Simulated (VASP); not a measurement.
OSZICAR of a VASP run on CdS (space group F-43m):

### OSZICAR
```
       N       E                     dE             d eps       ncg     rms          rms(c)
DAV:   1     0.753167980573E+02    0.75317E+02   -0.68019E+03   536   0.801E+02
DAV:   2    -0.378145537732E+01   -0.79098E+02   -0.76833E+02   630   0.237E+02
DAV:   3    -0.667240875186E+01   -0.28910E+01   -0.28854E+01   595   0.473E+01
DAV:   4    -0.669290984220E+01   -0.20501E-01   -0.20498E-01   605   0.383E+00
DAV:   5    -0.669319407031E+01   -0.28423E-03   -0.28423E-03   605   0.435E-01    0.792E+00
DAV:   6    -0.615957102887E+01    0.53362E+00   -0.10488E+00   662   0.131E+01    0.629E+00
DAV:   7    -0.613936560370E+01    0.20205E-01   -0.20262E-01   535   0.345E+00    0.311E+00
DAV:   8    -0.613896891826E+01    0.39669E-03   -0.18261E-02   550   0.189E+00    0.266E-01
DAV:   9    -0.613881897826E+01    0.14994E-03   -0.24199E-03   600   0.765E-01    0.674E-02
DAV:  10    -0.613897700443E+01   -0.15803E-03   -0.26958E-04   560   0.157E-01    0.794E-02
DAV:  11    -0.613905979611E+01   -0.82792E-04   -0.12841E-04   538   0.112E-01    0.162E-02
DAV:  12    -0.613904919070E+01    0.10605E-04   -0.37982E-05   645   0.846E-02    0.788E-03
DAV:  13    -0.613905022936E+01   -0.10387E-05   -0.43536E-06   530   0.145E-02    0.832E-03
DAV:  14    -0.613905008810E+01    0.14126E-06   -0.11642E-07   305   0.240E-03
   1 F= -.61390501E+01 E0= -.61390501E+01  d E =-.217493E-26
```

Problem. Which electronic solver shows in the log?

Solution. It is blocked Davidson (ALGO = Normal, or the opening steps of other solvers). The INCAR had ALGO = Normal.

Problem. Can the final energy be trusted as converged?

Solution. Self-consistency was reached. It stopped with EDIFF = 1E-6, NELM = 100 (PBE GGA, plane waves, VASP's PBE PAW potentials (set 64)).

The structure comes from a computed database's CdS entry; how it stands against other phases isn't given here. The cell was not relaxed at this level.
